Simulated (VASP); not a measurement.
Level of theory: revPBE GGA, VASP's PBE PAW potentials (set 64) (plane waves; VASP).

VASP input:

**POSCAR**
```
CuAu
1
    2.8584742221     0.0000000000     0.0000000000
    0.0000000000     2.8584742221     0.0000000000
    0.0000000000     0.0000000000     3.7563476738
Cu Au
1 1
Direct
  0.0000000000   0.0000000000   0.0000000000
  0.5000000000   0.5000000000   0.5000000000
```

### KPOINTS
```
Automatic mesh
0
Gamma
14 14 11
0 0 0
```

### INCAR
```
ALGO=Normal
EDIFF=1E-7
ENCUT=520
GGA=RE
ISIF=2
ISMEAR=-5
LASPH=.TRUE.
LCHARG=.TRUE.
LMAXMIX=6
LORBIT=11
LREAL=.FALSE.
LWAVE=.FALSE.
NEDOS=601
NELM=100
PREC=Accurate
SYSTEM=CuAu
```

POTCAR, in this order: Cu Au (PBE.64 set). Program: vasp_std.

The resulting files:

**OUTCAR**
```
 ion  position               nearest neighbor table
   1  0.000  0.000  0.000-   2 2.76   2 2.76   2 2.76   2 2.76   2 2.76   2 2.76   2 2.76   2 2.76
  LATTYP: Found a simple tetragonal cell.
 ALAT       =     2.8584742221
 C/A-ratio  =     1.3141093401
 Subroutine PRICEL returns:
 Original cell was already a primitive cell.
 Subroutine GETGRP returns: Found 16 space group operations
The static configuration has the point symmetry D_4h.
The dynamic configuration has the point symmetry D_4h.
 Subroutine INISYM returns: Found 16 space group operations
 Subroutine IBZKPT returns following result:
 Found    216 irreducible k-points:

 Following reciprocal coordinates:
            Coordinates               Weight
  0.000000  0.000000  0.000000      1.000000
  0.071429  0.000000  0.000000      4.000000
  0.142857  0.000000  0.000000      4.000000
  0.214286  0.000000  0.000000      4.000000
  0.285714  0.000000  0.000000      4.000000
  0.357143  0.000000  0.000000      4.000000
  0.428571  0.000000  0.000000      4.000000
  0.500000  0.000000  0.000000      2.000000
  0.071429  0.071429  0.000000      4.000000
  0.142857  0.071429  0.000000      8.000000
  0.214286  0.071429  0.000000      8.000000
  0.285714  0.071429  0.000000      8.000000
  0.357143  0.071429  0.000000      8.000000
  0.428571  0.071429  0.000000      8.000000
  0.500000  0.071429  0.000000      4.000000
  0.142857  0.142857  0.000000      4.000000
  0.214286  0.142857  0.000000      8.000000
  0.285714  0.142857  0.000000      8.000000
  0.357143  0.142857  0.000000      8.000000
  0.428571  0.142857  0.000000      8.000000
  0.500000  0.142857  0.000000      4.000000
  0.214286  0.214286  0.000000      4.000000
  0.285714  0.214286  0.000000      8.000000
  0.357143  0.214286  0.000000      8.000000
...
```

OSZICAR:
```
       N       E                     dE             d eps       ncg     rms          rms(c)
DAV:   1     0.135860618351E+03    0.13586E+03   -0.11436E+04  6663   0.207E+03
DAV:   2    -0.204968974470E+01   -0.13791E+03   -0.13171E+03  6753   0.337E+02
DAV:   3    -0.700825409131E+01   -0.49586E+01   -0.49002E+01  7972   0.746E+01
DAV:   4    -0.706209239691E+01   -0.53838E-01   -0.53715E-01  7394   0.667E+00
DAV:   5    -0.706372462869E+01   -0.16322E-02   -0.16312E-02  9697   0.127E+00    0.102E+01
DAV:   6    -0.662775808521E+01    0.43597E+00   -0.78492E+00  6612   0.807E+01    0.527E+00
DAV:   7    -0.626028464845E+01    0.36747E+00   -0.28597E+00  8092   0.861E+01    0.511E+00
DAV:   8    -0.621716325044E+01    0.43121E-01   -0.21553E-01  9006   0.116E+01    0.260E+00
DAV:   9    -0.621007860723E+01    0.70846E-02   -0.23849E-02  9961   0.397E+00    0.184E-01
DAV:  10    -0.621001105780E+01    0.67549E-04   -0.42750E-03  9450   0.111E+00    0.101E-01
DAV:  11    -0.620990101097E+01    0.11005E-03   -0.18364E-04  9896   0.377E-01    0.421E-02
DAV:  12    -0.620992347494E+01   -0.22464E-04   -0.27596E-05  9060   0.179E-01    0.306E-03
DAV:  13    -0.620992515970E+01   -0.16848E-05   -0.96067E-07  7623   0.101E-02    0.904E-04
DAV:  14    -0.620992521359E+01   -0.53893E-07   -0.31067E-08  4325   0.301E-03
   1 F= -.62099252E+01 E0= -.62099252E+01  d E =0.000000E+00
```

File OUTCAR:
```
------------------------ aborting loop because EDIFF is reached ----------------------------------------
  FORCE on cell =-STRESS in cart. coord.  units (eV):
  Direction    XX          YY          ZZ          XY          YZ          ZX
  --------------------------------------------------------------------------------------
  Total        0.0031843      0.0031843     -0.0695558      0.0000000      0.0000000      0.0000000
  in kB        0.1662206      0.1662206     -3.6308613      0.0000000      0.0000000      0.0000000
  external PRESSURE =      -1.0994733 kB  Pullay stress =       0.0000000 kB
  volume of cell :       30.69
      direct lattice vectors                 reciprocal lattice vectors
     2.858474222  0.000000000  0.000000000     0.349836984  0.000000000  0.000000000
     0.000000000  2.858474222  0.000000000     0.000000000  0.349836984  0.000000000
     0.000000000  0.000000000  3.756347674     0.000000000  0.000000000  0.266216039
 POSITION                                       TOTAL-FORCE (eV/Angst)
 -----------------------------------------------------------------------------------
      0.00000      0.00000      0.00000         0.000000      0.000000      0.000000
      1.42924      1.42924      1.87817         0.000000      0.000000      0.000000
 -----------------------------------------------------------------------------------
    total drift:                                0.000000      0.000000     -0.000000
  FREE ENERGIE OF THE ION-ELECTRON SYSTEM (eV)
  ---------------------------------------------------
  free  energy   TOTEN  =        -6.2099252136 eV

  energy  without entropy=       -6.2099252136  energy(sigma->0) =       -6.20992521

 total charge

# of ion       s       p       d       tot
------------------------------------------
    1        0.359   0.278   9.218   9.856
    2        0.594   0.381   8.700   9.675
--------------------------------------------------
tot          0.953   0.660  17.918  19.531
```
(Selected blocks of OUTCAR.)

For a metal the tetrahedron method with Blöchl corrections gives inexact stress and forces.

The compound is CuAu in the L1_0 structure. It was relaxed first, which changed the volume by +7 %.
